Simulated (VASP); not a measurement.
Method: PBE GGA, VASP's PBE PAW potentials (set 64) (plane waves; VASP).

The input files of a VASP run:

### INCAR
```
! general
SYSTEM  = Y
PREC    = Accurate
ENCUT   = 500
LREAL   = .False.
LASPH   = .True.

! electronic loop
EDIFF   = 1E-6
NELM    = 100
ALGO    = Normal
LMAXMIX = 4

! smearing
ISMEAR  = 1
SIGMA   = 0.1

! functional
GGA     = PE

! ions
IBRION  = 2
NSW     = 40
ISIF    = 3
EDIFFG  = -0.02
PSTRESS = 100

! output
LWAVE   = .False.
LCHARG  = .False.
```

KPOINTS:
```
Automatic mesh
0
Gamma
12 12 7
0 0 0
```

**POSCAR**
```
Y
1
    1.7074268487    -2.9573504044    -0.0000000000
    1.7074268487     2.9573504044     0.0000000000
    0.0000000000     0.0000000000     5.3548968308
Y
2
Direct
  0.3333330000   0.6666670000   0.2500000000
  0.6666670000   0.3333330000   0.7500000000
```

POTCAR, in this order: Y_sv (PBE.64 set). Program: vasp_std.

The resulting files:

OSZICAR:
```
       N       E                     dE             d eps       ncg     rms          rms(c)
DAV:   1     0.879494414816E+02    0.87949E+02   -0.11667E+04  2288   0.139E+03
DAV:   2    -0.558293444460E+01   -0.93532E+02   -0.92455E+02  2862   0.288E+02
DAV:   3    -0.126456404448E+02   -0.70627E+01   -0.69965E+01  4228   0.482E+01
DAV:   4    -0.127693115360E+02   -0.12367E+00   -0.12344E+00  2535   0.741E+00
DAV:   5    -0.127727040343E+02   -0.33925E-02   -0.33922E-02  3215   0.874E-01    0.365E+01
DAV:   6    -0.125474729329E+02    0.22523E+00   -0.35498E-01  2330   0.457E+00    0.225E+01
DAV:   7    -0.125471878653E+02    0.28507E-03   -0.73573E-01  3303   0.587E+00    0.185E+00
DAV:   8    -0.125369386464E+02    0.10249E-01   -0.13480E-01  2742   0.249E+00    0.491E-01
DAV:   9    -0.125368773027E+02    0.61344E-04   -0.46532E-03  2913   0.528E-01    0.180E-01
DAV:  10    -0.125368239716E+02    0.53331E-04   -0.65254E-04  2780   0.232E-01    0.555E-02
DAV:  11    -0.125368327465E+02   -0.87749E-05   -0.46104E-05  3289   0.527E-02    0.521E-02
DAV:  12    -0.125368283654E+02    0.43811E-05   -0.87747E-06  2651   0.248E-02    0.835E-03
DAV:  13    -0.125368285085E+02   -0.14305E-06   -0.68556E-07  1490   0.839E-03
   1 F= -.91615049E+01 E0= -.91611964E+01  d E =-.916150E+01
       N       E                     dE             d eps       ncg     rms          rms(c)
DAV:   1    -0.125449273860E+02   -0.80990E-02   -0.34129E-02  2560   0.146E+00    0.214E-01
DAV:   2    -0.125442052163E+02    0.72217E-03   -0.24460E-03  2652   0.350E-01    0.120E-01
DAV:   3    -0.125439366423E+02    0.26857E-03   -0.15713E-03  3703   0.248E-01    0.775E-02
DAV:   4    -0.125439606379E+02   -0.23996E-04   -0.11085E-04  2589   0.637E-02    0.395E-02
DAV:   5    -0.125439778306E+02   -0.17193E-04   -0.27220E-05  2967   0.269E-02    0.144E-02
DAV:   6    -0.125439803496E+02   -0.25191E-05   -0.12638E-05  3608   0.188E-02    0.482E-03
DAV:   7    -0.125439802470E+02    0.10264E-06   -0.31170E-07  1203   0.493E-03
   2 F= -.91616075E+01 E0= -.91612359E+01  d E =-.102548E-03
```

**OUTCAR**
```
------------------------ aborting loop because EDIFF is reached ----------------------------------------
  FORCE on cell =-STRESS in cart. coord.  units (eV):
  Direction    XX          YY          ZZ          XY          YZ          ZX
  --------------------------------------------------------------------------------------
  Total        3.3529855      3.3529864      3.3893929      0.0000000      0.0000000      0.0000000
  in kB       99.1311635     99.1311910    100.2075502      0.0000000      0.0000000      0.0000000
  external PRESSURE =      -0.5100318 kB  Pullay stress =     100.0000000 kB
  volume of cell :       54.19
      direct lattice vectors                 reciprocal lattice vectors
     1.707391056 -2.957288467  0.000000000     0.292844453 -0.169073800  0.000000000
     1.707391056  2.957288467  0.000000000     0.292844453  0.169073800 -0.000000000
     0.000000000  0.000000000  5.366305141    -0.000000000  0.000000000  0.186347957
 POSITION                                       TOTAL-FORCE (eV/Angst)
 -----------------------------------------------------------------------------------
      1.70739      0.98576      1.34158         0.000000      0.000000      0.000000
      1.70739     -0.98576      4.02473        -0.000000     -0.000000      0.000000
 -----------------------------------------------------------------------------------
    total drift:                                0.000000      0.000488     -0.000011
  FREE ENERGIE OF THE ION-ELECTRON SYSTEM (eV)
  ---------------------------------------------------
  free  energy   TOTEN  =       -12.5439802470 eV

  energy  without entropy=      -12.5428656434  energy(sigma->0) =      -12.54360871
  enthalpy is  TOTEN    =        -9.1616074801 eV   P V=        3.3823727669

 reached required accuracy - stopping structural energy minimisation
```
(Selected blocks of OUTCAR.)

**CONTCAR**
```
Y
   1.00000000000000
     1.7073910558526588   -2.9572884667052772    0.0000000000000000
     1.7073910558526588    2.9572884667052772    0.0000000000000000
     0.0000000000000000    0.0000000000000000    5.3663051409037710
  Y
     2
Direct
     0.3333330000000032    0.6666669999999968    0.2500000000000000
     0.6666669999999968    0.3333330000000032    0.7500000000000000
```

### OUTCAR
```
 val. band max:        3.9987713293   @ k =   0.2500   0.0000   0.4286

 cond. band min:       4.0067453216   @ k =   0.2500   0.1667   0.4286


 Fermi energy:         4.0058001686

 k-point     1 :       0.0000    0.0000    0.0000
  band No.  band energies     occupation
      1     -38.2619      2.00000
      2     -38.0982      2.00000
      3     -18.8278      2.00000
      4     -17.9395      2.00000
      5     -17.9395      2.00000
      6     -17.7828      2.00000
      7     -17.7828      2.00000
      8     -17.7328      2.00000
      9      -0.9397      2.00000
     10       1.8292      2.00000
     11       5.6022     -0.00000
     12       5.9039     -0.00000
     13       5.9039     -0.00000
     14       6.2685      0.00000
     15       6.6745      0.00000

 k-point     2 :       0.0833    0.0000    0.0000
  band No.  band energies     occupation
      1     -38.2541      2.00000
      2     -38.0953      2.00000
      3     -18.8052      2.00000
      4     -17.9879      2.00000
      5     -17.9557      2.00000
      6     -17.8337      2.00000
      7     -17.7884      2.00000
      8     -17.7431      2.00000
      9      -0.7545      2.00000
     10       2.0002      2.00000
     11       5.3366     -0.00000
     12       5.4577     -0.00000
     13       6.0766      0.00000
     14       6.4625      0.00000
     15       6.6059      0.00000

 k-point     3 :       0.1667    0.0000    0.0000
  band No.  band energies     occupation
      1     -38.2323      2.00000
      2     -38.0878      2.00000
      3     -18.7404      2.00000
      4     -18.1204      2.00000
      5     -17.9982      2.00000
      6     -17.9682      2.00000
      7     -17.8053      2.00000
      8     -17.7743      2.00000
      9      -0.2332      2.00000
     10       2.4420      2.00000
     11       4.6971     -0.00000
     12       4.8101     -0.00000
     13       6.0305      0.00000
     14       6.5782      0.00000
     15       6.5854      0.00000
...
```

The compound is Y in the hcp structure. This run relaxes it under an external pressure of 10 GPa. Symmetry was kept, so distortions that lower it aren't found.
